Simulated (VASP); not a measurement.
The system is Ru.

```
CELL_PARAMETERS angstrom
2.70580 0.00000 0.00000
-1.35290 2.34329 0.00000
0.00000 0.00000 4.28190
ATOMIC_POSITIONS crystal
Ru 0.33333 0.66667 0.25000
Ru 0.66667 0.33333 0.75000
```

```yaml
Program: VASP 6.6.1
Task: relaxation of cell and atoms
Functional: PBE
Potentials_or_basis: VASP PAW PBE potentials, release 64 (Ru_pv)
Cutoff: 520 eV
k_mesh: 18 × 18 × 10
Occupations: gaussian, width 0.3 eV
Spin: no spin polarisation
```

At the start: pressure 4.7 GPa; volume 13.57 Å³/atom.

Task: How do energy, volume and symmetry change on relaxing?

Result: Over 9 steps the energy falls by 2.9 meV/atom and the volume is 13.77 Å³/atom (+1.5 %); space group P6_3/mmc (No. 194, to 0.05 Å).

The path:
```csv
step,energy change (eV),largest force (eV/Å),pressure (GPa),volume (Å³)
1,0.0000,0.0000,4.68,27.15
2,0.0399,0.0000,-11.83,28.74
3,-0.0058,0.0000,-0.10,27.56
4,-0.0058,0.0000,-0.01,27.55
5,-0.0058,0.0000,0.04,27.55
6,-0.0059,0.0000,0.02,27.55
7,-0.0059,0.0000,0.02,27.55
8,-0.0059,0.0000,-0.05,27.55
9,-0.0059,0.0000,0.01,27.55
```

Final structure:
```
CELL_PARAMETERS angstrom
2.72136 0.00000 0.00000
-1.36068 2.35677 0.00000
0.00000 0.00000 4.29544
ATOMIC_POSITIONS crystal
Ru 0.33333 0.66667 0.25000
Ru 0.66667 0.33333 0.75000
```
